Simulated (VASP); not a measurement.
VASP runs on NiSb (space group P6_3/mmc) share one base input (LDA (Ceperley-Alder, Perdew-Zunger), plane waves, VASP's LDA PAW potentials (set 64)) and change the settings named in each case.

**KPOINTS**
```
Automatic
0
Gamma
 8 8 5
0 0 0
```

POSCAR:
```
NiSb
1
    1.9650000000    -3.4034800000     0.0000000000
    1.9650000000     3.4034800000     0.0000000000
    0.0000000000     0.0000000000     5.1300000000
Ni Sb
2 2
Direct
  0.0000000000   0.0000000000   0.5000000000
  0.0000000000   0.0000000000   0.0000000000
  0.3333330000   0.6666670000   0.2500000000
  0.6666670000   0.3333330000   0.7500000000
```

### INCAR
```
SIGMA=0.1
SYSTEM=NiSb
ALGO=Normal   ! blocked Davidson
PREC=Accurate
ISIF=2
LWAVE=.FALSE.
ISMEAR=-1
NELM=100
LMAXMIX=4
EDIFF=1E-6   ! SCF stop (eV)
LCHARG=.FALSE.
LASPH=.TRUE.   ! aspherical one-centre terms
ENCUT=300
LREAL=.FALSE.   ! projection in real space or not
```

POTCAR, in this order: Ni Sb (LDA.64 set). Program: vasp_std.

| change | E(σ→0) (eV/atom) | pressure (GPa) | −TS (eV) |
|---|---|---|---|
| base run | -6.0285 | -5.40 | -0.0741 |
| GGA = PS, POTCAR Ni Sb (PBE.64 set) | -5.6706 | … | … |
| GGA_COMPAT = .FALSE., LNONCOLLINEAR = .TRUE., LSORBIT = .TRUE., MAGMOM = 0.0 0.0 0.0 0.0 0.0 0.0 0.0 0.0 0.0 0.0 0.0 0.0, program vasp_ncl | -6.0628 | -5.40 | -0.0743 |
| KPOINTS 5×5×4 Γ-centred mesh | -6.0214 | … | … |

Task: What belongs in the gaps?

Result: 
- GGA = PS, POTCAR Ni Sb (PBE.64 set), pressure (GPa): -2.10
- GGA = PS, POTCAR Ni Sb (PBE.64 set), −TS (eV): -0.0734
- KPOINTS 5×5×4 Γ-centred mesh, pressure (GPa): -5.09
- KPOINTS 5×5×4 Γ-centred mesh, −TS (eV): -0.0805

Energies of different potentials or functionals have different zeros.  Unless said otherwise, spin-orbit coupling is left out, though it shifts the bands of the heavy elements here. At 300 eV the pressure can carry a Pulay error.

Left out are runs that ran out of time, are held back, or changed the cell or the kind of run, fixed moments of cells without a moment, rows past the twelfth, gaps on odd meshes, pressures of charged cells and columns that move by less than the noise.

The structure is a typed NiSb crystal (P6_3/mmc). The cell was not relaxed at this level.
